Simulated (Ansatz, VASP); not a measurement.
# Cross-check of AlSi2 between VASP and Ansatz, part 2 of 2

One calculation is typed for both programs; each brings its own data sets and cutoff. How far apart do they land? The cell is invented: As first built, before any earlier steps moved the atoms (in the runner's words): it takes the YSi2 structure with some of its atoms replaced by other elements, volume scaled by an estimate. It may not be a known or stable phase. The cell is taken from a series of VASP runs on this material, whose earlier steps may have relaxed, scaled or displaced it; both programs get it as it stands.

VASP 6.6.1 and Ansatz 0.2.0.

So far: The structure; VASP: relaxation of cell and atoms, PBE.

## 3. Ansatz: relaxation of cell and atoms, PBE

Level of this step: Ansatz beside VASP: Kohn-Sham DFT, plane waves, PBE (Ansatz).

Ansatz runs on its default PAW (the set named soft_2) files.

The same cell, functional, mesh and smearing now go to Ansatz, which takes its cutoff from its data sets.

Input file input.yaml:

```yaml
crystal:
  lattice:
    - [4.5104309096, 1.494e-07, 0.0]
    - [-2.2552147142, 3.9061467857, 0.0]
    - [0.0, 0.0, 2.5989423658]
  atoms:
    - { symbol: Si, position: [0.33333333, 0.66666667, 0.5] }
    - { symbol: Si, position: [0.66666667, 0.33333333, 0.5] }
    - { symbol: Al, position: [0.0, 0.0, 0.0] }
hamiltonian:
  xc: pbe
  pseudopotentials: { kind: paw }
kpoints:
  mp_grid: { grid: [6, 6, 9] }
scf:
  occupations: { method: fermi_dirac, width: 0.05 }
relax:
  f_tol: 0.01
  max_steps: 60
  cell: { stress_tol: 0.05 }
output:
  forces: true
  stress: true
```

Started as:

```bash
$ ansatz run input.yaml --threads 4 --pin off --max-ram 9216MiB --backend cpu --events-out ev --progress --plain --runs-dir out
```

Numbers of over 12 decimals in the logs are rounded to 6 here.

The program printed:

```text
Warning: the atoms were moved onto the symmetric positions of the space group found under crystal.symmetry.tolerance 1.0e-5 (fractional; no operation is sought that the atoms, as they stand in a round, miss by more than twice it, and no atom is moved by as much as it), and the run uses the moved positions. Before a round's move an operation carried an atom to 4.51e-8 Å from where it should land, the largest such dist [...]
Engine: ansatz 0.2.0, aarch64-unknown-linux-gnu
Pseudopotentials: kind: paw
Pseudopotential: Si, paw, valence charge 4, recommended cutoff 420 eV (normal), Si.paw.azcp
Pseudopotential: Al, paw, valence charge 3, recommended cutoff 420 eV (normal), Al.paw.azcp
Functional definition: PBE
  parameter kappa = 0.804
  parameter beta = 0.066725
  exchange = pbe_x(kappa = kappa, mu = beta*pi^2/3)
  correlation = pbe_c(beta = beta)
Crystal: 3 atoms, lattice volume = 45.789 Å³
Basis set: ecut = 420 eV, 903 PW (Γ), exchange–correlation on 64×64×36 points (8 copies of the dense FFT grid, shifted against one another)
Bands: 10, of which v1, the nominal top of the filled ones, is band 6 counted from 1 (5 counted from 0)
Symmetry: 24 space group operations
Space group: P6/mmm (ITA 191), of the structure as read, at distance tolerance 3.6e-5 Å
k-points: 35 of 324
Non-local potential: Si, projectors of the file, l = 0: 2, l = 1: 2, l = 2: 2
Non-local potential: Al, projectors of the file, l = 0: 2, l = 1: 2, l = 2: 1
PAW form: soft (Blöchl's): semilocal exchange-correlation on the pseudo side does not see the compensation charge
PAW one-centre angular grid: Si, 110 points (default); XC on 64 Gauss nodes
PAW one-centre angular grid: Al, 110 points (default); XC on 64 Gauss nodes
Initial density: superposition of atomic densities (neutral atoms: chi_scale 0, normalization atom), corrected by the library's trained network
Initial wavefunctions: pseudopotential atomic-orbital guess
Functional: x = pbe(κ = 0.804, μ = 0.219515), c = pbe(β = 0.066725)
SCF iter   1: F=—  HF=-1808.224208 eV  |F-HF|=—  |Δ(HF+E_count)|=         —  Δρ=2.07e-3  dr2=1.88e-3  ethr=1.77e-3  ⟨swp⟩=5.5  Hψ=2557  notcnv=0
preconditioner: auto → none  [metal: Δε(μ)=0.053 eV  Ē_g=8.865 eV  σ=0.050 eV  W_gap=0.26  n_scr=6 (ndim 8)  ℏωp=18.2 eV  f_vac=0.000  D(μ)=1.53/eV (n_scr^D=8)  sad-step TF]
SCF iter   2: F=—  HF=-1808.224273 eV  |F-HF|=—  |Δ(HF+E_count)|=   6.45e-5  Δρ=1.23e-3  dr2=6.68e-4  ethr=1.71e-5  ⟨swp⟩=1.7  Hψ=680  notcnv=0
SCF iter   3: F=—  HF=-1808.224206 eV  |F-HF|=—  |Δ(HF+E_count)|=   6.68e-5  Δρ=1.08e-4  dr2=1.31e-5  ethr=6.07e-6  ⟨swp⟩=2.2  Hψ=535  notcnv=0
SCF iter   4: F=—  HF=-1808.224216 eV  |F-HF|=—  |Δ(HF+E_count)|=   1.04e-5  Δρ=3.75e-5  dr2=3.83e-7  ethr=1.19e-7  ⟨swp⟩=2.6  Hψ=522  notcnv=0
iter 5 did not close the SCF: its close was put off for the readings that it lacked (scf_convergence_deferred on its scf_iter line)
SCF iter   5: F=-1808.224217 eV  HF=-1808.224217 eV  |F-HF|=1.85e-8  |Δ(HF+E_count)|=   2.70e-7  Δρ=8.79e-6  dr2=1.43e-8  ethr=3.48e-9  ⟨swp⟩=2.3  Hψ=523  notcnv=0
SCF iter   6: F=-1808.224217 eV  HF=-1808.224217 eV  |F-HF|=1.59e-10  |Δ(HF+E_count)|=   1.97e-8  Δρ=8.41e-7  dr2=1.42e-10  ethr=1.30e-10  ⟨swp⟩=1.0  Hψ=1035  notcnv=0
SCF 1 converged in 6 iterations: F = -1808.224217 eV  dr2 = 1.42e-10
  greatest PAW one-centre occupation: 0.660 electrons in one spin orbital (limit 2), on the Si atom at site 1 (counted from 0), in its partial waves of l = 0
relax step   1: F+E_penalty+E_count = -1808.22421678 eV  Δ(F+E_penalty+E_count) = +0.000e0 eV  max|allowed force component| = 6.014e-17 eV/Å  Δτ_max = 0.0000 Å  P = +0.460 GPa  Ω = 45.789 Å³  (6 SCF iters, dr2 threshold 1.00e-7 eV, accepted)
[... from here on, the SCF cycles and remarks between the steps are left out ...]
relax step   2: F+E_penalty+E_count = -1808.22762135 eV  Δ(F+E_penalty+E_count) = -3.405e-3 eV  max|allowed force component| = 2.342e-17 eV/Å  Δτ_max = 0.0000 Å  P = -0.001 GPa  Ω = 45.948 Å³  energy of the carried Pulay correction = -3.383e-5 eV  (5 SCF iters, dr2 threshold 3.00e-7 eV, accepted)
relax step   3: F+E_penalty+E_count = -1808.24424131 eV  Δ(F+E_penalty+E_count) = -1.662e-2 eV  max|allowed force component| = 7.864e-17 eV/Å  Δτ_max = 0.0000 Å  P = -0.476 GPa  Ω = 45.993 Å³  energy of the carried Pulay correction = -3.755e-5 eV  (4 SCF iters, dr2 threshold 3.00e-7 eV, accepted)
relax step   4: F+E_penalty+E_count = -1808.27301732 eV  Δ(F+E_penalty+E_count) = -2.878e-2 eV  max|allowed force component| = 9.252e-17 eV/Å  Δτ_max = 0.0000 Å  P = -0.364 GPa  Ω = 45.774 Å³  energy of the carried Pulay correction = +3.205e-5 eV  (5 SCF iters, dr2 threshold 3.00e-7 eV, accepted)
relax step   5: F+E_penalty+E_count = -1808.23988849 eV  Δ(F+E_penalty+E_count) = +3.313e-2 eV  max|allowed force component| = 4.395e-17 eV/Å  Δτ_max = 0.0000 Å  P = +2.196 GPa  Ω = 45.078 Å³  energy of the carried Pulay correction = +2.227e-4 eV  (5 SCF iters, dr2 threshold 3.00e-7 eV, rejected (line search))
relax step   6: F+E_penalty+E_count = -1808.28529477 eV  Δ(F+E_penalty+E_count) = -1.228e-2 eV  max|allowed force component| = 1.365e-16 eV/Å  Δτ_max = 0.0000 Å  P = -0.864 GPa  Ω = 46.190 Å³  energy of the carried Pulay correction = -5.013e-5 eV  (7 SCF iters, accepted)
relax step   7: F+E_penalty+E_count = -1808.28578577 eV  Δ(F+E_penalty+E_count) = -4.910e-4 eV  max|allowed force component| = 6.168e-17 eV/Å  Δτ_max = 0.0000 Å  P = +0.894 GPa  Ω = 45.269 Å³  energy of the carried Pulay correction = +1.580e-4 eV  (4 SCF iters, dr2 threshold 3.00e-7 eV, accepted)
relax step   8: F+E_penalty+E_count = -1808.28692069 eV  Δ(F+E_penalty+E_count) = -1.135e-3 eV  max|allowed force component| = 8.018e-17 eV/Å  Δτ_max = 0.0000 Å  P = -0.011 GPa  Ω = 45.710 Å³  energy of the carried Pulay correction = +5.648e-5 eV  (4 SCF iters, dr2 threshold 3.00e-7 eV, accepted)
relax step   9: F+E_penalty+E_count = -1808.28693527 eV  Δ(F+E_penalty+E_count) = -1.458e-5 eV  max|allowed force component| = 5.243e-17 eV/Å  Δτ_max = 0.0000 Å  P = -0.004 GPa  Ω = 45.714 Å³  energy of the carried Pulay correction = +5.614e-5 eV  (3 SCF iters, dr2 threshold 3.61e-8 eV, accepted)
relax step  10: F+E_penalty+E_count = -1808.28774019 eV  Δ(F+E_penalty+E_count) = -8.049e-4 eV  max|allowed force component| = 1.789e-16 eV/Å  Δτ_max = 0.0000 Å  P = +0.017 GPa  Ω = 45.714 Å³  stress off target by 5.75e-2 GPa  SCF on the basis re-selected at this cell (its energy is not comparable with the rows above)  (6 SCF iters)
relax step  11: F+E_penalty+E_count = -1808.28773952 eV  Δ(F+E_penalty+E_count) = +6.714e-7 eV  max|allowed force component| = 9.098e-17 eV/Å  Δτ_max = 0.0000 Å  P = +0.000 GPa  Ω = 45.724 Å³  energy of the carried Pulay correction = -2.890e-6 eV  (3 SCF iters, dr2 threshold 8.27e-9 eV, accepted)
relax step  12: F+E_penalty+E_count = -1808.28774653 eV  Δ(F+E_penalty+E_count) = -7.011e-6 eV  max|allowed force component| = 1.280e-16 eV/Å  Δτ_max = 0.0000 Å  P = +0.000 GPa  Ω = 45.724 Å³  stress off target by 1.49e-3 GPa  SCF on the basis re-selected at this cell (its energy is not comparable with the rows above)  (4 SCF iters)
basis re-selected at this cell: Δ(F+E_penalty+E_count) = -7.011e-6 eV, ΔP = +0.000 GPa vs the last step (what re-selecting the basis moved, of the pressure what is left beyond the Pulay correction that the steps carried, after the strain that the cell walked since its last selection, with what the two solves' SCF thresholds leave and, on support functions, any second-order correction that the steps lacked; it is no m [...]
SCF converged after 4 iterations
Free energy (F): -1808.287747 eV
Harris-Foulkes:  -1808.287747 eV  (|F-HF|=1.82e-12)
Internal energy: -1808.275058 eV  (E = F + TS)
E sigma→0 (E₀):  -1808.281402 eV
Entropy (-TS):   -0.012689 eV (-4.230 meV/atom)
Fermi energy:    9.774545 eV
--- Per-component energies (eV) ---
  E_band       = 47.138698
  E_kinetic    = 104.723956
  E_local      = 4.469168  (includes V_loc(G=0)·N_el)
  E_nonlocal   = 61.172589
  E_hartree    = 4.463380
  E_xc         = -151.671339
  E_vxc        = -124.523790  (∫ρ·V_xc dr)
  E_paw        = -1491.794317  (= ΣΔE_a)
  E_vpaw       = -7.630006  (= ΣTr[D̂ρ^β])
  E_aug_tail   = 0.000011  (compensation charges beyond the density's cutoff)
  E_ewald      = -339.638506
  E_smearing   = -0.012689  (= −TS)
  E_closure    = -0.000000  (closes the sum)
  Σ components = -1808.287747   (vs F -1808.287747, Δ=0.00e0)
--- Forces (eV/Å), atoms counted from 1 ---
  atom   1  Si     0.00000000    -0.00000000     0.00000000
  atom   2  Si    -0.00000000     0.00000000    -0.00000000
  atom   3  Al     0.00000000    -0.00000000     0.00000000
  max |Σ_I F_I| component: 9.25e-18 eV/Å
--- Stress (GPa, compression-positive) ---
       -0.000207       0.000000       0.000000
        0.000000      -0.000207       0.000000
        0.000000       0.000000       0.001486
  P = ⅓ Tr σ = 0.0004 GPa (0.004 kbar)
--- Relaxed structure (10 steps of the walk, 9 accepted, 2 SCFs on fresh bases) ---
  F+E_penalty+E_count = -1808.28774653 eV   max|allowed force component| = 1.280e-16 eV/Å   (the final SCF, on the basis selected at the relaxed cell)
  cell:  # Å, volume = 45.7245 Å³
    - [4.363736, -3.4140858044257934e-7, 0]
    - [-2.181868, 3.779106, 2.4812560738077988e-18]
    - [0, 1.6508955591533061e-18, 2.772688]
  atoms:
    - { symbol: Si, position: [0.333333, 0.666667, 0.500000] }
    - { symbol: Si, position: [0.666667, 0.333333, 0.500000] }
    - { symbol: Al, position: [0, 0, 0.0] }
```

It took 4.6 s on 4 threads of Arm Neoverse V2, shared host; peak memory 0.3 GiB.

## 4. Differences

Known differences besides the potentials themselves: both relaxations stop at a tolerance, which leaves soft axes loose, and VASP keeps its plane-wave basis; the cutoff is 420 eV in Ansatz and 400 eV in VASP; VASP leaves aspherical gradient terms in its spheres out (LASPH is not set), Ansatz keeps them; Ansatz adds a Pulay correction to the stress that steers its cell, VASP none. Total energies have different zeros and are not compared.

The two programs side by side:

```
                                         quantity  Ansatz   VASP  difference
                                      volume (Å³)   45.72  45.67     +0.12 %
edge a after relaxation, in the typed setting (Å)   4.364  4.362     +0.04 %
edge c after relaxation, in the typed setting (Å)   2.773  2.772     +0.04 %
```

The walks stopped with 0.00 GPa left in Ansatz and 0.03 GPa in VASP; each walk ends within a tolerance, so the volume difference is uncertain by about these residues over the bulk modulus, most in soft cells.

## 5. Results

| Property | Result |
| --- | --- |
| difference in volume (relaxation of cell and atoms, PBE) | 0.12 % |

What this shows: The difference in volume is 0.12 % (relaxation of cell and atoms, PBE), within the 1.2 % picked in this series as the mark of a large difference, as far as the stopping tolerances let one tell. Such differences can come from data sets, numerical settings and the points named under the comparisons, not from the functional's error against experiment.

[Lines on the potential files, build, host, timing and source positions are cut from VASP's logs without a mark.]

[Logs are printed without paths, hosts, clocks, repeated set-up lines and the standing remarks that a program may print on its own settings, such as how far it seeks lower states.]

[Hosts, paths, dates, database ids (printed as entryN), source tags and the programs' standing remarks are cut or masked in the printed files.]
